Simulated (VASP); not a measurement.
WSeS, 3 atoms in the cell. The cell holds a sheet with vacuum, 3 atoms: a = 3.238 Å, b = 3.238 Å, c = 19.200 Å, α = 90.00°, β = 90.00°, γ = 120.00°. The cell was built by a generator and needn't be a form met in nature.

- Program: VASP 6.6.1
- Task: work function
- Functional: PBEsol
- Potentials or basis: VASP PAW PBE potentials, release 64 (S, W_sv, Se)
- Cutoff: 520 eV
- k mesh: 12 × 12 × 1
- Occupations: gaussian, width 0.03 eV
- Spin: no spin polarisation
- Dipole correction: yes
- Further INCAR settings: ALGO = Fast; EDIFF = 1e-06

Potentials or basis: VASP PAW PBE potentials, release 64 (S, W_sv, Se).

Command:

```bash
$ cat potpaw_PBE.64/S/POTCAR potpaw_PBE.64/W_sv/POTCAR potpaw_PBE.64/Se/POTCAR > POTCAR
$ mpirun -np 4 vasp_std > vasp.out
```

Hardware: 4 MPI ranks on Intel(R) Xeon(R) Platinum 8488C (Sapphire Rapids), with other jobs on the host.

Problem. Estimate the wall time of this run.

Solution. Run time: 30 s on 4 MPI ranks on Intel(R) Xeon(R) Platinum 8488C (Sapphire Rapids), on a shared host, peak memory 0.31 GiB a rank. Counts: scf iterations 21, k points 19.
